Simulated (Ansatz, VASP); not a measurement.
# Cross-check of TaN between VASP and Ansatz

Wanted: the spread between two codes on one cell, functional and k mesh. The cell is taken from a series of runs on this material, whose earlier steps may have relaxed, scaled, displaced or heated it; both programs get it as it stands.

Program: Ansatz 0.2.0. Level of theory: plane waves, with VASP 6.6.1 beside it; zone-centre phonons at PBEsol. Results are calculated unless marked as measured.

## 1. The structure

Symmetry: P-62m, No. 189, hexagonal system. The conventional cell has a = 5.103 Å, b = 5.103 Å, c = 2.862 Å, α = 90.00°, β = 90.00°, γ = 120.00°. Nearest to N lie 5 Ta at 2.02 to 2.12 Å. Nearest to Ta lie 6 N at 2.12 Å. Nearest to Ta lie 3 N at 2.02 Å. Farther neighbours and most contacts between anions are not listed.

As a file:

```xyz
6
Lattice="5.1027 0.0000 0.0000 -2.5514 4.4191 0.0000 0.0000 0.0000 2.8624" Properties=species:S:1:pos:R:3 pbc="T T T"
N     2.0166    0.0000    0.0000
N     1.5431    2.6727    0.0000
N    -1.0083    1.7464    0.0000
Ta    0.0000    2.9461    1.4312
Ta    2.5514    1.4730    1.4312
Ta    0.0000    0.0000    0.0000
```

## 2. VASP: zone-centre phonons, PBEsol

Second derivatives magnify differences that forces hide, and they need a tight electronic threshold.

Lines of VASP's logs that name or quote its potential files are left out, and so is its time.

The input, INCAR:

```
SYSTEM = TaN
PREC = Accurate
ENCUT = 600
EDIFF = 1E-08
NELM = 120
ISMEAR = 1
SIGMA = 0.2
LREAL = .FALSE.
ALGO = Normal
GGA = PS
NBANDS = 30
LASPH = .TRUE.
LORBIT = 11
LWAVE = .FALSE.
LCHARG = .FALSE.
ISIF = 2
IBRION = 8
GGA_COMPAT = .FALSE.
KPAR = 2
```

The input, POSCAR:

```
TaN
1.0
    5.1027461861      0.0000000000      0.0000000000
   -2.5513730930      4.4191078262      0.0000000000
    0.0000000000      0.0000000000      2.8624361287
N Ta
3 3
Direct
    0.3951956832      0.0000000000      0.0000000000
    0.6048043168      0.6048043168      0.0000000000
    0.0000000000      0.3951956832      0.0000000000
    0.3333333333      0.6666666667      0.5000000000
    0.6666666667      0.3333333333      0.5000000000
    0.0000000000      0.0000000000      0.0000000000
```

The input, KPOINTS:

```
Automatic mesh
0
Gamma
9 9 12
0 0 0
```

Potentials, in the order of the species: N and Ta_pv (PBE family, release 64).

The run is started by

```bash
$ mpirun -np 2 vasp_std
```

Numbers of over 12 decimals in the logs are rounded to 6 here.

The log of the run:

```text
[banner, memory and clock lines left out]
running    2 mpi-ranks, on    1 nodes
 distrk:  each k-point on    1 cores,    2 groups
 distr:  one band on    1 cores,    1 groups

 POSCAR found type information on POSCAR N Ta
 POSCAR found :  2 types and       6 ions
|                                                                             |
|               ----> ADVICE to this user running VASP <----                  |
|                                                                             |
|     You enforced a specific xc type in the INCAR file but a different       |
|     [... a line on the potential file left out ...]
|     I HOPE YOU KNOW WHAT YOU ARE DOING!                                     |
|                                                                             |

 LDA part: xc-table for (Slater+PW92), standard interpolation
 POSCAR, INCAR and KPOINTS ok, starting setup
 FFT: planning ... GRIDC
 FFT: planning ... GRID_SOFT
 FFT: planning ... GRID
 WAVECAR not read
 entering main loop
       N       E                     dE             d eps       ncg     rms          rms(c)
DAV:   1     0.482957376678E+03    0.48296E+03   -0.28805E+04  5040   0.188E+03
DAV:   2    -0.470013002047E+02   -0.52996E+03   -0.51013E+03  5742   0.522E+02
DAV:   3    -0.797599731213E+02   -0.32759E+02   -0.32269E+02  6136   0.124E+02
DAV:   4    -0.804414456753E+02   -0.68147E+00   -0.67577E+00  6174   0.173E+01
DAV:   5    -0.804586258671E+02   -0.17180E-01   -0.17163E-01  6270   0.218E+00    0.486E+01
DAV:   6    -0.715941172554E+02    0.88645E+01   -0.49536E+01  6428   0.406E+01    0.212E+01
DAV:   7    -0.713953438288E+02    0.19877E+00   -0.19865E+00  6062   0.884E+00    0.113E+01
DAV:   8    -0.713277294966E+02    0.67614E-01   -0.29552E-01  6040   0.376E+00    0.840E-01
DAV:   9    -0.713168489581E+02    0.10881E-01   -0.34561E-02  6360   0.153E+00    0.352E-01
DAV:  10    -0.713165362938E+02    0.31266E-03   -0.13811E-02  6356   0.632E-01    0.166E-01
DAV:  11    -0.713161712133E+02    0.36508E-03   -0.36621E-03  6366   0.350E-01    0.425E-02
DAV:  12    -0.713161459341E+02    0.25279E-04   -0.20734E-04  6296   0.902E-02    0.137E-02
DAV:  13    -0.713161454368E+02    0.49736E-06   -0.99304E-06  6786   0.202E-02    0.456E-03
DAV:  14    -0.713161453209E+02    0.11587E-06   -0.62469E-07  6408   0.553E-03    0.109E-03
DAV:  15    -0.713161452617E+02    0.59181E-07   -0.53269E-08  5564   0.180E-03    0.287E-04
DAV:  16    -0.713161452535E+02    0.81654E-08   -0.48027E-09  3996   0.514E-04
   1 F= -.71316145E+02 E0= -.71317182E+02  d E =0.310963E-02
 Linear response reoptimize wavefunctions to high precision
DAV:   1    -0.713161452523E+02    0.12751E-08   -0.82667E-10  3990   0.249E-04
DAV:   2    -0.713161452523E+02   -0.30923E-10   -0.21386E-10  3900   0.998E-05
 Linear response DOF=           7
 Linear response progress:
  Degree of freedom:   1/  7
       N       E                     dE             d eps       ncg     rms          rms(c)
RMM:   1    -0.254318971618E+00   -0.25432E+00    0.12210E-01 22442   0.244E+00
RMM:   2    -0.245683557752E+00    0.86354E-02   -0.12678E-02 17646   0.485E-01    0.398E-01
RMM:   3    -0.246653442601E+00   -0.96988E-03   -0.40892E-03 17920   0.224E-01    0.236E-01
RMM:   4    -0.247846406030E+00   -0.11930E-02   -0.74913E-04 17479   0.118E-01    0.672E-02
RMM:   5    -0.248139903913E+00   -0.29350E-03   -0.11266E-04 19417   0.421E-02    0.252E-02
RMM:   6    -0.248132431114E+00    0.74728E-05   -0.15541E-05 19708   0.157E-02    0.507E-03
RMM:   7    -0.248099699879E+00    0.32731E-04   -0.18487E-06 17834   0.604E-03    0.101E-03
RMM:   8    -0.248098987363E+00    0.71252E-06   -0.34832E-07 20598   0.204E-03    0.531E-04
RMM:   9    -0.248100512274E+00   -0.15249E-05   -0.20603E-07 20024   0.655E-04    0.192E-04
RMM:  10    -0.248100216827E+00    0.29545E-06    0.22365E-08 19871   0.274E-04    0.709E-05
RMM:  11    -0.248100287592E+00   -0.70766E-07   -0.55931E-08 20628   0.146E-04    0.215E-05
RMM:  12    -0.248100316051E+00   -0.28459E-07   -0.10626E-08 20997   0.955E-05    0.442E-06
RMM:  13    -0.248100303824E+00    0.12227E-07   -0.18065E-08 21436   0.774E-05    0.263E-06
RMM:  14    -0.248100304273E+00   -0.44933E-09   -0.11931E-08 20505   0.716E-05    0.970E-07
 first order change of Fermi-energy  -0.11466E-01
 force on displaced ion       1 direction 1 : -22.801   0.000   0.000
 Linear response progress:
  Degree of freedom:   2/  7
       N       E                     dE             d eps       ncg     rms          rms(c)
RMM:   1    -0.253217224820E+00   -0.25322E+00    0.14752E-01 36797   0.245E+00
RMM:   2    -0.245156882309E+00    0.80603E-02   -0.15180E-02 28809   0.510E-01    0.436E-01
RMM:   3    -0.246000267772E+00   -0.84339E-03   -0.38296E-03 30321   0.243E-01    0.272E-01
[...]
RMM:   9    -0.232832269116E+00    0.64472E-06    0.22606E-08 29636   0.453E-04    0.793E-05
RMM:  10    -0.232832371014E+00   -0.10190E-06   -0.36561E-08 31559   0.192E-04    0.250E-05
RMM:  11    -0.232832425593E+00   -0.54580E-07   -0.16771E-08 31037   0.109E-04    0.895E-06
RMM:  12    -0.232832465501E+00   -0.39908E-07   -0.31139E-08 32915   0.772E-05    0.350E-06
RMM:  13    -0.232832451443E+00    0.14058E-07   -0.70839E-09 33897   0.679E-05    0.284E-06
[...]
RMM:  26    -0.204335618303E+00    0.40570E-08   -0.14580E-07 36974   0.103E-04    0.597E-08
 first order change of Fermi-energy  -0.43464E-03
 force on displaced ion       4 direction 1 : -31.654  -0.003   0.000
 Linear response progress:
  Degree of freedom:   5/  7
       N       E                     dE             d eps       ncg     rms          rms(c)
RMM:   1    -0.141775761964E+00   -0.14178E+00    0.10407E+01 10778   0.197E+01
RMM:   2    -0.167846987896E+00   -0.26071E-01   -0.39613E-02 17074   0.125E+00    0.139E-01
RMM:   3    -0.167217212115E+00    0.62978E-03   -0.72132E-03 18877   0.327E-01    0.752E-02
RMM:   4    -0.166601167253E+00    0.61604E-03   -0.91675E-04 21383   0.122E-01    0.266E-02
RMM:   5    -0.166405304487E+00    0.19586E-03   -0.77016E-05 21472   0.307E-02    0.735E-03
RMM:   6    -0.166350738884E+00    0.54566E-04   -0.33389E-05 20717   0.103E-02    0.131E-03
RMM:   7    -0.166349469293E+00    0.12696E-05   -0.15312E-05 20987   0.413E-03    0.488E-04
RMM:   8    -0.166349449943E+00    0.19350E-07   -0.14625E-05 21009   0.187E-03    0.167E-04
RMM:   9    -0.166350417680E+00   -0.96774E-06   -0.98155E-06 22161   0.962E-04    0.734E-05
RMM:  10    -0.166350748680E+00   -0.33100E-06   -0.57660E-06 19785   0.591E-04    0.288E-05
RMM:  11    -0.166351053767E+00   -0.30509E-06   -0.39205E-06 21137   0.391E-04    0.160E-05
RMM:  12    -0.166351063003E+00   -0.92358E-08   -0.23119E-06 21931   0.262E-04    0.581E-06
RMM:  13    -0.166351118046E+00   -0.55043E-07   -0.17037E-06 21563   0.202E-04    0.352E-06
RMM:  14    -0.166351145398E+00   -0.27352E-07   -0.10680E-06 21631   0.166E-04    0.232E-06
[...]
RMM:  18    -0.166351137742E+00   -0.11590E-07   -0.36890E-07 22357   0.109E-04    0.327E-06
RMM:  19    -0.166351140103E+00   -0.23612E-08   -0.33880E-07 21295   0.104E-04    0.396E-06
RMM:  20    -0.166351144662E+00   -0.45590E-08   -0.27900E-07 22819   0.101E-04    0.356E-06
RMM:  21    -0.166351164029E+00   -0.19367E-07   -0.23418E-07 23893   0.100E-04    0.126E-06
RMM:  22    -0.166351158330E+00    0.56989E-08   -0.18918E-07 22505   0.976E-05    0.170E-06
RMM:  23    -0.166351157457E+00    0.87307E-09   -0.15918E-07 21740   0.965E-05    0.171E-06
RMM:  24    -0.166351159474E+00   -0.20172E-08   -0.12833E-07 22653   0.959E-05    0.133E-06
RMM:  25    -0.166351157899E+00    0.15746E-08   -0.11412E-07 21859   0.954E-05    0.148E-06
 first order change of Fermi-energy   0.19459E-03
 force on displaced ion       4 direction 3 :   0.000   0.000 -26.991
 Linear response progress:
  Degree of freedom:   6/  7
       N       E                     dE             d eps       ncg     rms          rms(c)
RMM:   1    -0.178158232103E+00   -0.17816E+00    0.10798E+01 10850   0.188E+01
RMM:   2    -0.209986878881E+00   -0.31829E-01   -0.52317E-02 16777   0.128E+00    0.304E-01
RMM:   3    -0.209663441852E+00    0.32344E-03   -0.91559E-03 18871   0.309E-01    0.180E-01
RMM:   4    -0.209165875657E+00    0.49757E-03   -0.92911E-04 19590   0.134E-01    0.616E-02
RMM:   5    -0.209035934173E+00    0.12994E-03   -0.13905E-04 20695   0.439E-02    0.250E-02
RMM:   6    -0.208973373540E+00    0.62561E-04   -0.32133E-05 20663   0.184E-02    0.481E-03
RMM:   7    -0.208968204908E+00    0.51686E-05   -0.61576E-06 20334   0.107E-02    0.243E-03
RMM:   8    -0.208967704664E+00    0.50024E-06   -0.75674E-06 20045   0.551E-03    0.632E-04
RMM:   9    -0.208969575083E+00   -0.18704E-05   -0.22034E-06 20575   0.235E-03    0.605E-04
RMM:  10    -0.208970281997E+00   -0.70691E-06   -0.19248E-06 20255   0.157E-03    0.171E-04
RMM:  11    -0.208971083183E+00   -0.80119E-06   -0.11917E-06 21341   0.835E-04    0.230E-04
RMM:  12    -0.208971180288E+00   -0.97105E-07   -0.10974E-06 19800   0.658E-04    0.232E-05
RMM:  13    -0.208971236908E+00   -0.56620E-07   -0.49003E-07 21512   0.359E-04    0.306E-05
RMM:  14    -0.208971436048E+00   -0.19914E-06   -0.48365E-07 20527   0.250E-04    0.187E-05
RMM:  15    -0.208971401188E+00    0.34859E-07   -0.23261E-07 21884   0.195E-04    0.825E-06
RMM:  16    -0.208971468738E+00   -0.67550E-07   -0.19194E-07 21990   0.162E-04    0.346E-06
RMM:  17    -0.208971513531E+00   -0.44793E-07   -0.12597E-08 23158   0.141E-04    0.395E-06
RMM:  18    -0.208971498074E+00    0.15458E-07    0.74551E-09 22395   0.126E-04    0.193E-06
RMM:  19    -0.208971504143E+00   -0.60691E-08    0.84698E-08 22862   0.116E-04    0.174E-06
 first order change of Fermi-energy  -0.40375E-03
 force on displaced ion       6 direction 1 : -31.456  -0.000   0.000
 Linear response progress:
  Degree of freedom:   7/  7
       N       E                     dE             d eps       ncg     rms          rms(c)
RMM:   1    -0.126766642671E+00   -0.12677E+00    0.12972E+01  8098   0.168E+01
RMM:   2    -0.152288150371E+00   -0.25522E-01   -0.34258E-02 11152   0.102E+00    0.144E-01
RMM:   3    -0.150941936610E+00    0.13462E-02   -0.50068E-03 12614   0.262E-01    0.715E-02
RMM:   4    -0.149980291797E+00    0.96164E-03   -0.78435E-04 13813   0.113E-01    0.330E-02
RMM:   5    -0.149595428338E+00    0.38486E-03   -0.57673E-05 14450   0.318E-02    0.282E-03
RMM:   6    -0.149607307454E+00   -0.11879E-04   -0.72844E-06 13779   0.891E-03    0.133E-03
RMM:   7    -0.149612438928E+00   -0.51315E-05   -0.19954E-06 14734   0.302E-03    0.377E-04
RMM:   8    -0.149615592115E+00   -0.31532E-05   -0.10290E-06 14752   0.115E-03    0.784E-05
RMM:   9    -0.149616324142E+00   -0.73203E-06   -0.59876E-07 14917   0.603E-04    0.310E-05
RMM:  10    -0.149616641682E+00   -0.31754E-06   -0.30201E-07 14720   0.370E-04    0.117E-05
RMM:  11    -0.149616772213E+00   -0.13053E-06   -0.18829E-07 15403   0.249E-04    0.613E-06
RMM:  12    -0.149616794082E+00   -0.21869E-07   -0.12841E-07 15294   0.182E-04    0.573E-06
RMM:  13    -0.149616823258E+00   -0.29176E-07   -0.81210E-08 15104   0.147E-04    0.526E-06
RMM:  14    -0.149616904417E+00   -0.81159E-07   -0.57934E-08 14729   0.129E-04    0.272E-06
RMM:  15    -0.149616847205E+00    0.57212E-07   -0.38724E-08 14594   0.115E-04    0.493E-06
RMM:  16    -0.149616897791E+00   -0.50586E-07   -0.38353E-08 14856   0.105E-04    0.103E-06
RMM:  17    -0.149616921680E+00   -0.23889E-07   -0.26898E-08 15788   0.992E-05    0.690E-07
RMM:  18    -0.149616915339E+00    0.63412E-08   -0.19357E-08 13772   0.948E-05    0.172E-07
 first order change of Fermi-energy   0.52608E-03
 force on displaced ion       6 direction 3 :  -0.000   0.000 -12.125
 Linear response finished
```

[end of part 1 of 2]

[Lines on the potential files, build, host, timing and source positions are cut from VASP's logs without a mark.]

[Logs are printed without paths, hosts, clocks, repeated set-up lines and the standing remarks that a program may print on its own settings, such as how far it seeks lower states.]

[Hosts, paths, dates, database ids (printed as entryN), source tags and the programs' standing remarks are cut or masked in the printed files.]
